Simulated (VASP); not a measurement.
All values below come from optB86b-vdW, VASP's PBE PAW potentials (set 64) (plane waves; VASP 6.6.1).

Input for VASP

**INCAR**
```
SYSTEM = PdIn
PREC = Accurate
ENCUT = 520
EDIFF = 1E-7
NELM = 100
ALGO = Normal
LREAL = .FALSE.
LASPH = .TRUE.
ISMEAR = 1
SIGMA = 0.1
GGA = MK
PARAM1 = 0.1234
PARAM2 = 1.0
LUSE_VDW = .TRUE.
AGGAC = 0.0
LMAXMIX = 4
LWAVE = .FALSE.
LCHARG = .FALSE.
ISIF = 2
```

POSCAR:
```
PdIn
3.3101270
  1.0000000630   0.0000000000   0.0000000000
  0.0000000000   1.0000000630   0.0000000000
  0.0000000000   0.0000000000   1.0000000630
In Pd
1 1
direct
  0.5000000000   0.5000000000   0.5000000000
  0.0000000000   0.0000000000   0.0000000000
```

File KPOINTS:
```
Automatic mesh
0
gamma
 11 11 11
```

POTCAR, in this order: In_d Pd (PBE.64 set). Program: vasp_std.

Task: What will the output report for the number of irreducible k-points (NKPTS), largest plane-wave count, number of space-group operations, FFT grid (NGX, NGY, NGZ)?

Result: 
```
Item                                           Value
--------------------------------------  ------------
number of irreducible k-points (NKPTS)            56
largest plane-wave count                         991
number of space-group operations                  48
FFT grid (NGX, NGY, NGZ)                28 × 28 × 28
```

The compound is PdIn in the CsCl type structure. This cell is one point of a volume scan, at 1.03 of the reference volume. The electron count is odd and the run is not spin-polarised, which forces a metal.
